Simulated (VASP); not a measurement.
A run of VASP 6.6.1 is set up as follows.

File INCAR:

```
PREC = Accurate
ENCUT = 520
EDIFF = 1E-7
ISMEAR = 0
SIGMA = 0.03
LREAL = F
LASPH = T
NELM = 120
ALGO = Normal
ISIF = 3
LWAVE = F
LCHARG = F
GGA = PE
IBRION = 2
NSW = 60
EDIFFG = -0.005
POTIM = 0.3
KPAR = 8
```

File KPOINTS:

```
Automatic mesh
0
Gamma
  8 8 4
```

POSCAR

```
Be3CdO4                                 
1.0
    2.8605691744      0.0000000000     -0.0000000000
    0.0000000000      2.8605691744      0.0000000000
    0.0000000000      0.0000000000      8.7204405375
  Be              Cd              O             
     3     1     4
Direct
     0.5000000000000000    0.5000000000000000    0.7085543626450332
     0.0000000000000000    0.0000000000000000    0.5000000000000000
     0.5000000000000000    0.5000000000000000    0.2914456373549666
     0.0000000000000000    0.0000000000000000    0.0000000000000000
     0.0000000000000000    0.5000000000000000    0.6038226501598850
     0.5000000000000000    0.0000000000000000    0.8096317601246716
     0.5000000000000000    0.0000000000000000    0.3961773498401152
     0.0000000000000000    0.5000000000000000    0.1903682398753283
```

Potentials or basis: VASP PAW PBE potentials, release 64 (Be, Cd, O).

The run is started by

```console
$ cat potpaw_PBE.64/Be/POTCAR potpaw_PBE.64/Cd/POTCAR potpaw_PBE.64/O/POTCAR > POTCAR
$ mpirun -np 8 vasp_std > vasp.out
```

Predict the band gap on the k mesh.

1.76 eV, direct.

Forces on the atoms (eV/Å):
```
Be   0.000  0.000  0.002
Be   0.000  0.000  0.000
Be   0.000  0.000 -0.002
Cd   0.000  0.000  0.000
O    0.000  0.000  0.003
O    0.000  0.000 -0.001
O    0.000  0.000 -0.003
O    0.000  0.000  0.001
```

A k mesh can miss the band edges.
